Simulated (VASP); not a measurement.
OSZICAR of a VASP run on NaTlO (space group P6_3mc):

OSZICAR:
```
       N       E                     dE             d eps       ncg     rms          rms(c)
DAV:   1     0.374410497215E+03    0.37441E+03   -0.27665E+04  1240   0.185E+03
DAV:   2    -0.947799631397E+02   -0.46919E+03   -0.45447E+03  1317   0.487E+02
DAV:   3    -0.148830579613E+03   -0.54051E+02   -0.52638E+02  1484   0.145E+02
DAV:   4    -0.150920207937E+03   -0.20896E+01   -0.20857E+01  1310   0.280E+01
DAV:   5    -0.150964572121E+03   -0.44364E-01   -0.44340E-01  1559   0.444E+00    0.134E+01
DAV:   6    -0.138358089091E+03    0.12606E+02   -0.28842E+01  1414   0.445E+01    0.976E+00
DAV:   7    -0.134749840070E+03    0.36082E+01   -0.47762E+00  1289   0.127E+01    0.572E+00
DAV:   8    -0.136438029049E+03   -0.16882E+01   -0.22711E+00  1268   0.892E+00    0.236E+00
DAV:   9    -0.130621920218E+03    0.58161E+01   -0.13330E+00  1463   0.904E+00    0.106E+00
DAV:  10    -0.131843059810E+03   -0.12211E+01   -0.82333E-01  1310   0.546E+00    0.455E-01
DAV:  11    -0.131690982899E+03    0.15208E+00   -0.75766E-02  1289   0.188E+00    0.275E-01
DAV:  12    -0.131874925574E+03   -0.18394E+00   -0.76464E-02  1247   0.215E+00    0.185E-01
DAV:  13    -0.131896710480E+03   -0.21785E-01   -0.54301E-02  1254   0.180E+00    0.180E-01
DAV:  14    -0.131890221107E+03    0.64894E-02   -0.35918E-03  1443   0.498E-01    0.156E-01
DAV:  15    -0.131913421645E+03   -0.23201E-01   -0.94450E-03  1310   0.718E-01    0.146E-01
DAV:  16    -0.131919745589E+03   -0.63239E-02   -0.25154E-03  1324   0.438E-01    0.130E-01
DAV:  17    -0.131920482008E+03   -0.73642E-03   -0.10838E-03  1310   0.226E-01    0.400E-02
DAV:  18    -0.131919810157E+03    0.67185E-03   -0.43464E-04  1367   0.143E-01    0.242E-02
DAV:  19    -0.131920661311E+03   -0.85115E-03   -0.22179E-04  1317   0.126E-01    0.288E-02
DAV:  20    -0.131920786410E+03   -0.12510E-03   -0.64546E-05  1324   0.635E-02    0.179E-02
DAV:  21    -0.131920823444E+03   -0.37034E-04   -0.16896E-05  1402   0.279E-02    0.859E-03
DAV:  22    -0.131920815611E+03    0.78330E-05   -0.56336E-06  1346   0.188E-02    0.410E-03
DAV:  23    -0.131920823908E+03   -0.82972E-05   -0.14595E-06  1212   0.110E-02    0.224E-03
DAV:  24    -0.131920816291E+03    0.76175E-05   -0.76698E-07  1192   0.851E-03    0.130E-03
DAV:  25    -0.131920820460E+03   -0.41695E-05   -0.50391E-07  1150   0.601E-03    0.583E-04
DAV:  26    -0.131920818447E+03    0.20138E-05   -0.68332E-08   971   0.251E-03    0.247E-04
DAV:  27    -0.131920819340E+03   -0.89379E-06   -0.21481E-08   872   0.141E-03    0.304E-04
DAV:  28    -0.131920818905E+03    0.43534E-06   -0.15403E-08   795   0.975E-04    0.950E-05
DAV:  29    -0.131920818823E+03    0.81983E-07   -0.55789E-09   760   0.678E-04
   1 F= -.13192082E+03 E0= -.13192082E+03  d E =0.000000E+00
       N       E                     dE             ncg
       N       E                     dE             ncg
       N       E                     dE             ncg
```

### Question
Which electronic solver shows in the log?

### Answer
It is blocked Davidson (ALGO = Normal, or the opening steps of other solvers). The INCAR had ALGO = Normal.

### Question
Can the final energy be trusted as converged?

### Answer
The calculation finished and met its thresholds. It stopped with EDIFF = 1E-7, NELM = 100 (r2SCAN meta-GGA, plane waves, VASP's PBE PAW potentials (set 64)).

The structure comes from a computed database's NaTlO entry (P6_3mc); how it stands against other phases isn't given here. It was relaxed first.
